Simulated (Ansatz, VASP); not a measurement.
# Cross-check of ZnGeS3 between VASP and Ansatz, part 2 of 2

Aim: how closely do two programs agree when they are given the same cell, functional and k mesh? The cell is generated by rule, not measured, and may not be a known phase. The cell is taken from a series of runs on this material, whose earlier steps may have relaxed, scaled, displaced or heated it; both programs get it as it stands.

VASP 6.6.1 and Ansatz 0.2.0.

So far: The structure; Ansatz: zone-centre phonons, LDA; VASP: zone-centre phonons, LDA.

### 3. VASP: zone-centre phonons, LDA (continued)

Level of this step: LDA; plane waves and PAW (Zn, Ge_d, S); invented cell (VASP).

Numbers of over 12 decimals in the logs are rounded to 6 here.

From OUTCAR (step 3):

```text
ion  position               nearest neighbor table
   1  0.000  0.000  0.000-
   2  0.500  0.500  0.500-   3 2.30   4 2.30   5 2.30   3 2.30   4 2.30   5 2.30
   3  0.500  0.500  0.000-   2 2.30   2 2.30
   4  0.500  0.000  0.500-   2 2.30   2 2.30
   5  0.000  0.500  0.500-   2 2.30   2 2.30

  LATTYP: Found a simple cubic cell.
 ALAT       =     4.5960521043

 Subroutine GETGRP returns: Found 48 space group operations
 (whereof 48 operations were pure point group operations)

The static configuration has the point symmetry O_h .

 Found     20 irreducible k-points:

   k-points           NKPTS =     20   k-points in BZ     NKDIM =     20   number of bands    NBANDS=     28

   dimension x,y,z NGX =    36 NGY =   36 NGZ =   36
   dimension x,y,z NGXF=    72 NGYF=   72 NGZF=   72

   ENCUT  =  500.0 eV  36.75 Ry    6.06 a.u.   8.38  8.38  8.38*2*pi/ulx,y,z

   NELECT =      44.0000    total number of electrons

 k-points in reciprocal lattice and weights: Automatic mesh
   0.00000000  0.00000000  0.00000000       0.005
   0.16666667  0.00000000  0.00000000       0.028
   0.33333333  0.00000000  0.00000000       0.028
   0.50000000  0.00000000  0.00000000       0.014
   0.16666667  0.16666667  0.00000000       0.056
   0.33333333  0.16666667  0.00000000       0.111
   0.50000000  0.16666667  0.00000000       0.056
   0.33333333  0.33333333  0.00000000       0.056
   0.50000000  0.33333333  0.00000000       0.056
[...]
0.50000000  0.50000000  0.33333333       0.028
   0.50000000  0.50000000  0.50000000       0.005

 average (electrostatic) potential at core
       1 -35.9602       2 -76.4705       3 -87.9074       4 -87.9074       5 -87.9074

  Total       -0.1078111     -0.1078111     -0.1078111      0.0000000     -0.0000000      0.0000000
  in kB       -1.7791775     -1.7791775     -1.7791775      0.0000000     -0.0000000      0.0000000
  external PRESSURE =      -1.7791775 kB  Pullay stress =       0.0000000 kB

  energy-cutoff  :      500.00
  volume of cell :       97.09
      direct lattice vectors                 reciprocal lattice vectors
     4.596052104  0.000000000  0.000000000     0.217578038  0.000000000  0.000000000
     0.000000000  4.596052104  0.000000000     0.000000000  0.217578038  0.000000000
     0.000000000  0.000000000  4.596052104     0.000000000  0.000000000  0.217578038

 POSITION                                       TOTAL-FORCE (eV/Angst)
 -----------------------------------------------------------------------------------
      0.00000      0.00000      0.00000         0.000000      0.000000      0.000000
      2.29803      2.29803      2.29803         0.000000      0.000000      0.000000
      2.29803      2.29803      0.00000         0.000000      0.000000      0.000000
      2.29803      0.00000      2.29803         0.000000      0.000000      0.000000
      0.00000      2.29803      2.29803         0.000000      0.000000      0.000000
 -----------------------------------------------------------------------------------
    total drift:                                0.000000      0.000000      0.000000

 Eigenvectors and eigenvalues of the dynamical matrix
 ----------------------------------------------------

   1 f  =   11.026755 THz    69.283142 2PiTHz  367.812941 cm-1    45.602972 meV
             X         Y         Z           dx          dy          dz
      0.000000  0.000000  0.000000     0.000000    0.000000    0.002384
      2.298026  2.298026  2.298026     0.000000   -0.000000    0.397938
      2.298026  2.298026  0.000000     0.000000    0.000000   -0.894117
      2.298026  0.000000  2.298026     0.000000    0.000000    0.145250
      0.000000  2.298026  2.298026    -0.000000    0.000000    0.145250

   2 f  =   11.026755 THz    69.283142 2PiTHz  367.812941 cm-1    45.602972 meV
             X         Y         Z           dx          dy          dz
      0.000000  0.000000  0.000000    -0.002374    0.000215   -0.000000
      2.298026  2.298026  2.298026    -0.396320    0.035848    0.000000
      2.298026  2.298026  0.000000    -0.144659    0.013085   -0.000000
      2.298026  0.000000  2.298026    -0.144659   -0.080546    0.000000
      0.000000  2.298026  2.298026     0.890481    0.013085    0.000000

   3 f  =   11.026755 THz    69.283142 2PiTHz  367.812941 cm-1    45.602972 meV
             X         Y         Z           dx          dy          dz
      0.000000  0.000000  0.000000    -0.000215   -0.002374    0.000000
      2.298026  2.298026  2.298026    -0.035848   -0.396320   -0.000000
      2.298026  2.298026  0.000000    -0.013085   -0.144659   -0.000000
      2.298026  0.000000  2.298026    -0.013085    0.890481   -0.000000
      0.000000  2.298026  2.298026     0.080546   -0.144659    0.000000

   4 f  =    0.028221 THz     0.177319 2PiTHz    0.941357 cm-1     0.116713 meV
             X         Y         Z           dx          dy          dz
      0.000000  0.000000  0.000000     0.474140    0.241830    0.030051
      2.298026  2.298026  2.298026     0.487425    0.248606    0.030893
      2.298026  2.298026  0.000000     0.333219    0.169955    0.020691
      2.298026  0.000000  2.298026     0.333219    0.166509    0.021120
      0.000000  2.298026  2.298026     0.326463    0.169955    0.021120

   5 f  =    0.028221 THz     0.177319 2PiTHz    0.941357 cm-1     0.116713 meV
             X         Y         Z           dx          dy          dz
      0.000000  0.000000  0.000000    -0.242838    0.474369    0.014056
      2.298026  2.298026  2.298026    -0.249642    0.487661    0.014450
      2.298026  2.298026  0.000000    -0.170663    0.333380    0.009678
      2.298026  0.000000  2.298026    -0.170663    0.326620    0.009879
      0.000000  2.298026  2.298026    -0.167203    0.333380    0.009879

   6 f  =    0.028221 THz     0.177319 2PiTHz    0.941357 cm-1     0.116713 meV
             X         Y         Z           dx          dy          dz
      0.000000  0.000000  0.000000     0.020364    0.026191   -0.532065
      2.298026  2.298026  2.298026     0.020935    0.026925   -0.546973
      2.298026  2.298026  0.000000     0.014312    0.018407   -0.366346
      2.298026  0.000000  2.298026     0.014312    0.018033   -0.373928
      0.000000  2.298026  2.298026     0.014022    0.018407   -0.373928

   7 f/i=    1.887863 THz    11.861790 2PiTHz   62.972316 cm-1     7.807569 meV
             X         Y         Z           dx          dy          dz
      0.000000  0.000000  0.000000    -0.358594    0.463348    0.229814
      2.298026  2.298026  2.298026     0.393991   -0.509085   -0.252499
      2.298026  2.298026  0.000000    -0.102200    0.132056   -0.090485
      2.298026  0.000000  2.298026    -0.102200   -0.182434    0.065498
      0.000000  2.298026  2.298026     0.141190    0.132056    0.065498

   8 f/i=    1.887863 THz    11.861790 2PiTHz   62.972316 cm-1     7.807569 meV
             X         Y         Z           dx          dy          dz
      0.000000  0.000000  0.000000     0.135582   -0.185655    0.585872
      2.298026  2.298026  2.298026    -0.148966    0.203980   -0.643703
      2.298026  2.298026  0.000000     0.038641   -0.052912   -0.230676
      2.298026  0.000000  2.298026     0.038641    0.073098    0.166975
      0.000000  2.298026  2.298026    -0.053383   -0.052912    0.166975

   9 f/i=    1.887863 THz    11.861790 2PiTHz   62.972316 cm-1     7.807569 meV
             X         Y         Z           dx          dy          dz
      0.000000  0.000000  0.000000     0.499123    0.383324    0.005963
      2.298026  2.298026  2.298026    -0.548391   -0.421161   -0.006551
      2.298026  2.298026  0.000000     0.142251    0.109248   -0.002348
      2.298026  0.000000  2.298026     0.142251   -0.150926    0.001699
      0.000000  2.298026  2.298026    -0.196520    0.109248    0.001699

  10 f/i=    4.262519 THz    26.782195 2PiTHz  142.182320 cm-1    17.628353 meV
             X         Y         Z           dx          dy          dz
      0.000000  0.000000  0.000000     0.404680    0.394678   -0.012953
      2.298026  2.298026  2.298026     0.179855    0.175410   -0.005757
      2.298026  2.298026  0.000000    -0.396146   -0.386355    0.001523
      2.298026  0.000000  2.298026    -0.396146   -0.046406    0.012679
      0.000000  2.298026  2.298026    -0.047582   -0.386355    0.012679

  11 f/i=    4.262519 THz    26.782195 2PiTHz  142.182320 cm-1    17.628353 meV
             X         Y         Z           dx          dy          dz
      0.000000  0.000000  0.000000    -0.394814    0.404749   -0.002162
      2.298026  2.298026  2.298026    -0.175471    0.179886   -0.000961
      2.298026  2.298026  0.000000     0.386489   -0.396214    0.000254
      2.298026  0.000000  2.298026     0.386489   -0.047591    0.002117
      0.000000  2.298026  2.298026     0.046422   -0.396214    0.002117

  12 f/i=    4.262519 THz    26.782195 2PiTHz  142.182320 cm-1    17.628353 meV
             X         Y         Z           dx          dy          dz
      0.000000  0.000000  0.000000    -0.007763   -0.010592   -0.565271
      2.298026  2.298026  2.298026    -0.003450   -0.004707   -0.251229
      2.298026  2.298026  0.000000     0.007599    0.010368    0.066465
      2.298026  0.000000  2.298026     0.007599    0.001245    0.553351
      0.000000  2.298026  2.298026     0.000913    0.010368    0.553351

  13 f/i=    4.890252 THz    30.726359 2PiTHz  163.121243 cm-1    20.224447 meV
             X         Y         Z           dx          dy          dz
      0.000000  0.000000  0.000000    -0.000000   -0.000000    0.000000
      2.298026  2.298026  2.298026     0.000000   -0.000000    0.000000
      2.298026  2.298026  0.000000    -0.011596   -0.013269   -0.000000
      2.298026  0.000000  2.298026     0.011596   -0.000000    0.706887
      0.000000  2.298026  2.298026     0.000000    0.013269   -0.706887

  14 f/i=    4.890252 THz    30.726359 2PiTHz  163.121243 cm-1    20.224447 meV
             X         Y         Z           dx          dy          dz
      0.000000  0.000000  0.000000     0.000000   -0.000000    0.000000
      2.298026  2.298026  2.298026     0.000000    0.000000   -0.000000
      2.298026  2.298026  0.000000     0.533847   -0.463689   -0.000000
      2.298026  0.000000  2.298026    -0.533847    0.000000    0.000054
      0.000000  2.298026  2.298026    -0.000000    0.463689   -0.000054

  15 f/i=    4.890252 THz    30.726359 2PiTHz  163.121243 cm-1    20.224447 meV
             X         Y         Z           dx          dy          dz
      0.000000  0.000000  0.000000    -0.000000    0.000000   -0.000000
      2.298026  2.298026  2.298026    -0.000000    0.000000    0.000000
      2.298026  2.298026  0.000000     0.463544    0.533682    0.000000
      2.298026  0.000000  2.298026    -0.463544    0.000000    0.017622
      0.000000  2.298026  2.298026     0.000000   -0.533682   -0.017622

 ELASTIC MODULI CONTR FROM IONIC RELAXATION (kBar)
 Direction    XX          YY          ZZ          XY          YZ          ZX
 --------------------------------------------------------------------------------
 XX           0.0000      0.0000      0.0000      0.0000      0.0000      0.0000
 YY           0.0000      0.0000      0.0000      0.0000      0.0000      0.0000
 ZZ           0.0000      0.0000      0.0000      0.0000      0.0000      0.0000
 XY           0.0000      0.0000      0.0000      0.0000      0.0000      0.0000
 YZ           0.0000      0.0000      0.0000      0.0000      0.0000      0.0000
 ZX           0.0000      0.0000      0.0000      0.0000      0.0000      0.0000
 --------------------------------------------------------------------------------
```

### 4. Comparison

Known differences besides the potentials themselves: the two LDA forms differ slightly; the cutoff is 420 eV in Ansatz and 500 eV in VASP; VASP's log shows a relativistic correction to its local exchange, Ansatz's none. Total energies have different zeros and are not compared.

Both answers:

```
                                                   quantity  Ansatz    VASP  difference
optical mode 1 to 3 (imaginary, printed as negative) (cm⁻¹)  -163.1  -163.1         0.0
optical mode 4 to 6 (imaginary, printed as negative) (cm⁻¹)  -141.4  -142.2        +0.8
optical mode 7 to 9 (imaginary, printed as negative) (cm⁻¹)   -59.9   -63.0        +3.0
                               optical mode 10 to 12 (cm⁻¹)   369.4   367.8     +0.42 %
```

Modes are paired by rising frequency, not by their patterns, so a pair may set unlike modes beside each other; they are those without the splitting of longitudinal modes.

### 5. Outcome

```json
{
 "r.m.s. difference of the optical zone-centre modes, each program's sorted by frequency (zone-centre phonons, LDA)": "1.7 cm⁻¹"
}
```

In words: The r.m.s. difference of the optical zone-centre modes, each program's sorted by frequency is 1.7 cm⁻¹ (zone-centre phonons, LDA). How closely two codes agree says nothing of how well the functional describes the real material.

[Lines on the potential files, build, host, timing and source positions are cut from VASP's logs without a mark.]

[Logs are printed without paths, hosts, clocks, repeated set-up lines and the standing remarks that a program may print on its own settings, such as how far it seeks lower states.]

[Hosts, paths, dates, database ids (printed as entryN), source tags and the programs' standing remarks are cut or masked in the printed files.]
